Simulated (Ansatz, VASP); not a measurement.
# Cross-check of Al6Si5H4O21 between VASP and Ansatz

Aim: how closely do two programs agree when they are given the same cell, functional and k mesh? The structure shown is the start of the Ansatz relaxation below; VASP solves that cell, so the two are compared at the walk's first step.

Main program and level: Ansatz 0.2.0; plane waves, with VASP 6.6.1 beside it; single point at PBE with D3(BJ).

### Step 1. The structure

The cell holds 36 atoms: 5 Si, 6 Al, 4 H and 21 O. Cell: a = 7.636 Å, b = 7.636 Å, c = 7.636 Å, α = 90.0°, β = 90.0°, γ = 90.0°.

### Step 2. Ansatz: relaxation, PBE with D3(BJ)

Ansatz runs on its default PAW (the set named soft_2) files.

The two programs are compared at the cell with which this relaxation starts, whose forces are those of its first step.

input.yaml reads:

```yaml
crystal:
  lattice:
    - [7.6360688657, 0.0, 0.0]
    - [0.0, 7.6360688657, 0.0]
    - [0.0, 0.0, 7.6360688657]
  atoms:
    - { symbol: Si, position: [0.678232, 0.104454, 0.510274] }
    - { symbol: Si, position: [0.192211, 0.929362, 0.718662] }
    - { symbol: Si, position: [0.436164, 0.446045, 0.049196] }
    - { symbol: Si, position: [0.103925, 0.815315, 0.341583] }
    - { symbol: Si, position: [0.387052, 0.40304, 0.444627] }
    - { symbol: Al, position: [0.550608, 0.757471, 0.612871] }
    - { symbol: Al, position: [0.493592, 0.809404, 0.231322] }
    - { symbol: Al, position: [0.149286, 0.333604, 0.765951] }
    - { symbol: Al, position: [0.81541, 0.041457, 0.167607] }
    - { symbol: Al, position: [0.940124, 0.612221, 0.653447] }
    - { symbol: Al, position: [0.7748, 0.280223, 0.857267] }
    - { symbol: H, position: [0.541581, 0.215923, 0.914513] }
    - { symbol: H, position: [0.110386, 0.732643, 0.897369] }
    - { symbol: H, position: [0.67495, 0.876853, 0.031305] }
    - { symbol: H, position: [0.912598, 0.221523, 0.329664] }
    - { symbol: O, position: [0.949723, 0.859287, 0.204341] }
    - { symbol: O, position: [0.39415, 0.885026, 0.728223] }
    - { symbol: O, position: [0.362777, 0.377485, 0.236269] }
    - { symbol: O, position: [0.236261, 0.353718, 0.557512] }
    - { symbol: O, position: [0.867472, 0.201419, 0.032035] }
    - { symbol: O, position: [0.546555, 0.26703, 0.482892] }
    - { symbol: O, position: [0.828214, 0.135713, 0.374236] }
    - { symbol: O, position: [0.594028, 0.91434, 0.434734] }
    - { symbol: O, position: [0.072779, 0.778515, 0.783562] }
    - { symbol: O, position: [0.169687, 0.117372, 0.810666] }
    - { symbol: O, position: [0.269655, 0.467345, 0.914013] }
    - { symbol: O, position: [0.571936, 0.338085, 0.939527] }
    - { symbol: O, position: [0.533726, 0.619821, 0.104684] }
    - { symbol: O, position: [0.733984, 0.099651, 0.701604] }
    - { symbol: O, position: [0.602912, 0.967957, 0.085906] }
    - { symbol: O, position: [0.731934, 0.677176, 0.683219] }
    - { symbol: O, position: [0.938216, 0.40068, 0.741161] }
    - { symbol: O, position: [0.272286, 0.806492, 0.215644] }
    - { symbol: O, position: [0.142215, 0.934169, 0.512454] }
    - { symbol: O, position: [0.038996, 0.637553, 0.446911] }
    - { symbol: O, position: [0.446712, 0.603321, 0.476493] }
  symmetry: { detect: false }
kpoints:
  mp_grid: { grid: [2, 2, 2] }
scf:
  occupations: { method: fermi_dirac, width: 0.05 }
hamiltonian:
  xc: pbe
  dispersion: d3bj
output:
  forces: true
  stress: true
relax:
  f_tol: 0.04
  max_steps: 160
  escape_saddle: false
  cell: { stress_tol: 0.4, fix: [] }
```

Command:

```bash
ansatz run input.yaml --threads 8 --pin off --max-ram 14336MiB --backend cpu --events-out ev --progress --plain --runs-dir out
```

Numbers of over 12 decimals in the logs are rounded to 6 here.

The program printed:

```text
Engine: ansatz 0.2.0, aarch64-unknown-linux-gnu
Pseudopotentials: kind: paw
Pseudopotential: Si, paw, valence charge 4, recommended cutoff 420 eV (normal), Si.paw.azcp
Pseudopotential: Al, paw, valence charge 3, recommended cutoff 420 eV (normal), Al.paw.azcp
Pseudopotential: H, paw, valence charge 1, recommended cutoff 420 eV (normal), H.paw.azcp
Pseudopotential: O, paw, valence charge 6, recommended cutoff 420 eV (normal), O.paw.azcp
Functional definition: PBE
  parameter kappa = 0.804
  parameter beta = 0.066725
  exchange = pbe_x(kappa = kappa, mu = beta*pi^2/3)
  correlation = pbe_c(beta = beta)
Crystal: 36 atoms, lattice volume = 445.256 Å³
Basis set: ecut = 420 eV, 8709 PW (Γ), exchange–correlation on 108×108×108 points (8 copies of the dense FFT grid, shifted against one another)
Bands: 120, of which v1, the nominal top of the filled ones, is band 84 counted from 1 (83 counted from 0)
Symmetry: 1 space group operations
k-points: 8
Non-local potential: Si, projectors of the file, l = 0: 2, l = 1: 2, l = 2: 2
Non-local potential: Al, projectors of the file, l = 0: 2, l = 1: 2, l = 2: 1
Non-local potential: H, projectors of the file, l = 0: 2, l = 1: 1
Non-local potential: O, projectors of the file, l = 0: 2, l = 1: 2, l = 2: 1
PAW form: soft (Blöchl's): semilocal exchange-correlation on the pseudo side does not see the compensation charge
PAW one-centre angular grid: Si, 110 points (default); XC on 64 Gauss nodes
PAW one-centre angular grid: Al, 110 points (default); XC on 64 Gauss nodes
PAW one-centre angular grid: H, 110 points (default); XC on 64 Gauss nodes
PAW one-centre angular grid: O, 110 points (default); XC on 64 Gauss nodes
Initial density: superposition of atomic densities (neutral atoms: chi_scale 0, normalization atom), corrected by the library's trained network
Initial wavefunctions: pseudopotential atomic-orbital guess
Functional: x = pbe(κ = 0.804, μ = 0.219515), c = pbe(β = 0.066725)
SCF iter   1: F=—  HF=-18419.226633 eV  |F-HF|=—  |Δ(HF+E_count)|=         —  Δρ=2.72e-3  dr2=3.51e-2  ethr=1.77e-3  ⟨swp⟩=6.0  Hψ=4486  notcnv=0  defer=137
preconditioner: auto → Resta (q_TF=auto, 2.319 Å⁻¹)  ε∞=3.0  [insulator: Δε(μ)=3.828 eV  Ē_g=16.257 eV  σ=0.050 eV  W_gap=1.00  n_scr=80 (ndim 8)  ℏωp=22.8 eV  f_vac=0.153  D(μ)=0.00/eV (n_scr^D=0)  ε∞_Penn≈3.0]
SCF iter   2: F=—  HF=-18419.227017 eV  |F-HF|=—  |Δ(HF+E_count)|=   3.84e-4  Δρ=1.46e-3  dr2=9.50e-3  ethr=2.09e-5  ⟨swp⟩=2.0  Hψ=1613  notcnv=0  defer=231
SCF iter   3: F=—  HF=-18419.227616 eV  |F-HF|=—  |Δ(HF+E_count)|=   5.99e-4  Δρ=6.81e-4  dr2=2.54e-3  ethr=5.65e-6  ⟨swp⟩=2.0  Hψ=1242  notcnv=0  defer=231
SCF iter   4: F=—  HF=-18419.227424 eV  |F-HF|=—  |Δ(HF+E_count)|=   1.92e-4  Δρ=1.87e-4  dr2=1.85e-4  ethr=1.51e-6  ⟨swp⟩=2.0  Hψ=1256  notcnv=0  defer=231
SCF iter   5: F=—  HF=-18419.227464 eV  |F-HF|=—  |Δ(HF+E_count)|=   4.01e-5  Δρ=8.66e-5  dr2=3.28e-5  ethr=1.10e-7  ⟨swp⟩=2.0  Hψ=1214  notcnv=0  defer=231
SCF iter   6: F=—  HF=-18419.228002 eV  |F-HF|=—  |Δ(HF+E_count)|=   5.38e-4  Δρ=4.60e-5  dr2=7.57e-6  ethr=1.95e-8  ⟨swp⟩=2.0  Hψ=1326  notcnv=0  defer=231
SCF iter   7: F=—  HF=-18419.228001 eV  |F-HF|=—  |Δ(HF+E_count)|=   4.70e-7  Δρ=1.35e-5  dr2=8.29e-7  ethr=4.50e-9  ⟨swp⟩=2.0  Hψ=1326  notcnv=0  defer=231
SCF iter   8: F=—  HF=-18419.228002 eV  |F-HF|=—  |Δ(HF+E_count)|=   5.65e-7  Δρ=5.73e-6  dr2=1.20e-7  ethr=4.93e-10  ⟨swp⟩=2.0  Hψ=1230  notcnv=0  defer=231
SCF iter   9: F=-18419.228002 eV  HF=-18419.228002 eV  |F-HF|=1.24e-9  |Δ(HF+E_count)|=   1.88e-8  Δρ=2.07e-6  dr2=1.72e-8  ethr=5.95e-11  ⟨swp⟩=5.0  Hψ=3073  notcnv=0
SCF 1 converged in 9 iterations: F = -18419.228002 eV  dr2 = 1.72e-8
  greatest PAW one-centre occupation: 0.872 electrons in one spin orbital (limit 2), on the O atom at site 26 (counted from 0), in its partial waves of l = 0
relax step   1: F+E_penalty+E_count = -18419.22800203 eV  Δ(F+E_penalty+E_count) = +0.000e0 eV  max|allowed force component| = 5.502e0 eV/Å  Δτ_max = 0.0000 Å  P = +9.193 GPa  Ω = 445.256 Å³  (9 SCF iters, dr2 threshold 1.00e-7 eV, accepted)
[...]
relax step  36: F+E_penalty+E_count = -18425.21382663 eV  Δ(F+E_penalty+E_count) = -3.435e-3 eV  max|allowed force component| = 2.346e-2 eV/Å  Δτ_max = 0.0191 Å  P = +0.018 GPa  Ω = 441.113 Å³  energy of the carried Pulay correction = +3.642e-3 eV  (7 SCF iters, accepted)
[...]
relax step  37: F+E_penalty+E_count = -18425.21375857 eV  Δ(F+E_penalty+E_count) = +6.806e-5 eV  max|allowed force component| = 2.391e-2 eV/Å  Δτ_max = 0.0000 Å  P = +0.010 GPa  Ω = 441.113 Å³  stress off target by 8.45e-2 GPa  SCF on the basis re-selected at this cell (its energy is not comparable with the rows above)  (4 SCF iters)
basis re-selected at this cell: Δ(F+E_penalty+E_count) = +6.806e-5 eV, ΔP = -0.008 GPa vs the last step (what re-selecting the basis moved, of the pressure what is left beyond the Pulay correction that the steps carried, after the strain that the cell walked since its last selection, with what the two solves' SCF thresholds leave and, on support functions, any second-order correction that the steps lacked; it is no m [...]
SCF converged after 4 iterations
Free energy (F): -18425.213759 eV
Harris-Foulkes:  -18425.213759 eV  (|F-HF|=4.25e-9)
Internal energy: -18425.213759 eV  (E = F + TS)
E sigma→0 (E₀):  -18425.213759 eV
Fermi energy:    4.661091 eV
--- Per-component energies (eV) ---
  E_band       = -757.880481
  E_kinetic    = 4165.167214
  E_local      = -10939.805535  (includes V_loc(G=0)·N_el)
  E_nonlocal   = 1194.723813
  E_hartree    = 4039.626243
  E_xc         = -2113.873278
  E_vxc        = -2449.352876  (∫ρ·V_xc dr)
  E_paw        = -8708.207125  (= ΣΔE_a)
  E_vpaw       = -807.915385  (= ΣTr[D̂ρ^β])
  E_aug_tail   = 0.048819  (compensation charges beyond the density's cutoff)
  E_ewald      = -6058.352170
  E_disp       = -4.541740  (pairwise vdW)
  E_smearing   = -0.000000  (= −TS)
  E_closure    = 0.000000  (closes the sum)
  Σ components = -18425.213759   (vs F -18425.213759, Δ=0.00e0)
--- Forces (eV/Å), atoms counted from 1 ---
  atom   1  Si    -0.00806300     0.00625911    -0.00147607
  atom   2  Si    -0.02391387    -0.00205710     0.01167145
  atom   3  Si    -0.00226932     0.00521922     0.00071385
  atom   4  Si    -0.00202856    -0.00380096     0.00816192
  atom   5  Si    -0.00734459     0.00579378    -0.00042540
  atom   6  Al     0.01305807    -0.00097105    -0.01281420
  atom   7  Al     0.00673318    -0.00205660     0.00242571
  atom   8  Al    -0.00439804    -0.01432037     0.00406056
  atom   9  Al    -0.00277484     0.00006390    -0.00591103
  atom  10  Al     0.00066834    -0.00256047     0.00354209
  atom  11  Al    -0.00065297     0.01065175    -0.01264431
  atom  12  H     -0.00379741     0.00207494    -0.00203286
  atom  13  H     -0.00133418    -0.00295798     0.00222170
  atom  14  H     -0.00229519    -0.00473982    -0.00636950
  atom  15  H     -0.00596668    -0.00123896     0.00366542
  atom  16  O     -0.00791922     0.00506474    -0.00624375
  atom  17  O     -0.00317879     0.01003155     0.01262335
  atom  18  O     -0.00437545    -0.00441380    -0.00599336
  atom  19  O      0.01037801    -0.00930749    -0.00951569
  atom  20  O      0.00710752    -0.00681558     0.00293913
  atom  21  O      0.01672796    -0.00760602    -0.00347512
  atom  22  O      0.00707294     0.00765825    -0.00161660
  atom  23  O      0.00286060     0.00750342    -0.00844951
  atom  24  O      0.00447180     0.00155536    -0.00648481
[...]
atom  29  O      0.00717291     0.00613896     0.01451176
  atom  30  O      0.00924934     0.01198629     0.01807035
  atom  31  O     -0.01495434     0.00358604     0.00377256
  atom  32  O     -0.00407052    -0.00958282     0.01072573
  atom  33  O     -0.00548383     0.00174834    -0.01026655
  atom  34  O      0.00113004    -0.00143085    -0.00448978
  atom  35  O      0.00723854     0.01100385    -0.01149877
  atom  36  O     -0.00080233    -0.00995574     0.00371372
  max |Σ_I F_I| component: 3.72e-5 eV/Å
--- Stress (GPa, compression-positive) ---
        0.002898      -0.063493       0.002940
       -0.063500       0.034091      -0.006973
        0.002949      -0.006983      -0.007796
  P = ⅓ Tr σ = 0.0097 GPa (0.097 kbar)
--- Relaxed structure (35 steps of the walk, 29 accepted, 2 SCFs on fresh bases) ---
  F+E_penalty+E_count = -18425.21375857 eV   max|allowed force component| = 2.391e-2 eV/Å   (the final SCF, on the basis selected at the relaxed cell)
  cell:  # Å, volume = 441.1133 Å³
    - [7.587461, -0.496106, 0.017552]
    - [-0.496106, 7.664889, -0.120145]
    - [0.017552, -0.120145, 7.618995]
  atoms:
    - { symbol: Si, position: [0.656577, 0.107051, 0.502453] }
    - { symbol: Si, position: [0.223702, 0.946853, 0.710269] }
    - { symbol: Si, position: [0.440030, 0.452243, 0.032102] }
    - { symbol: Si, position: [0.104507, 0.805684, 0.345951] }
    - { symbol: Si, position: [0.374135, 0.375905, 0.406446] }
    - { symbol: Al, position: [0.537549, 0.730689, 0.625664] }
    - { symbol: Al, position: [0.506288, 0.763702, 0.255708] }
    - { symbol: Al, position: [0.167218, 0.340245, 0.750894] }
    - { symbol: Al, position: [0.854114, 0.041353, 0.158847] }
    - { symbol: Al, position: [0.917811, 0.630898, 0.670538] }
    - { symbol: Al, position: [0.790356, 0.276766, 0.861220] }
    - { symbol: H, position: [0.474093, 0.210688, 0.878781] }
    - { symbol: H, position: [0.045827, 0.813076, 0.933003] }
    - { symbol: H, position: [0.590479, 0.928163, -0.000479998] }
    - { symbol: H, position: [0.945889, 0.232903, 0.419670] }
    - { symbol: O, position: [0.979947, 0.877257, 0.197594] }
    - { symbol: O, position: [0.397058, 0.853014, 0.742856] }
    - { symbol: O, position: [0.334035, 0.349650, 0.195986] }
    - { symbol: O, position: [0.195029, 0.339895, 0.520287] }
    - { symbol: O, position: [0.918585, 0.198577, 0.013686] }
    - { symbol: O, position: [0.513403, 0.236015, 0.457729] }
    - { symbol: O, position: [0.836684, 0.163264, 0.371769] }
    - { symbol: O, position: [0.600752, 0.896382, 0.450384] }
    - { symbol: O, position: [0.053324, 0.809903, 0.803307] }
    - { symbol: O, position: [0.238841, 0.137091, 0.807656] }
    - { symbol: O, position: [0.312248, 0.490548, 0.874321] }
    - { symbol: O, position: [0.563726, 0.299850, 0.937930] }
    - { symbol: O, position: [0.579595, 0.608910, 0.106393] }
    - { symbol: O, position: [0.721878, 0.117436, 0.699705] }
    - { symbol: O, position: [0.622781, 0.951658, 0.122675] }
    - { symbol: O, position: [0.706950, 0.656385, 0.730170] }
    - { symbol: O, position: [0.954974, 0.426302, 0.758820] }
    - { symbol: O, position: [0.279744, 0.767927, 0.239875] }
    - { symbol: O, position: [0.163732, 0.956868, 0.506378] }
    - { symbol: O, position: [-0.00528274, 0.648225, 0.456217] }
    - { symbol: O, position: [0.468555, 0.580317, 0.446941] }
```

In the SCF lines HF is the Harris–Foulkes energy and dr2 the Hartree energy of the density residual, in eV; the loop may stop once dr2 is under the threshold and the program's other checks hold. Hψ counts applications of the Hamiltonian.

(Continued in part 2 of 2.)

[Lines on the potential files, build, host, timing and source positions are cut from VASP's logs without a mark.]

[Logs are printed without paths, hosts, clocks, repeated set-up lines and the standing remarks that a program may print on its own settings, such as how far it seeks lower states.]

[Hosts, paths, dates, database ids (printed as entryN), source tags and the programs' standing remarks are cut or masked in the printed files.]
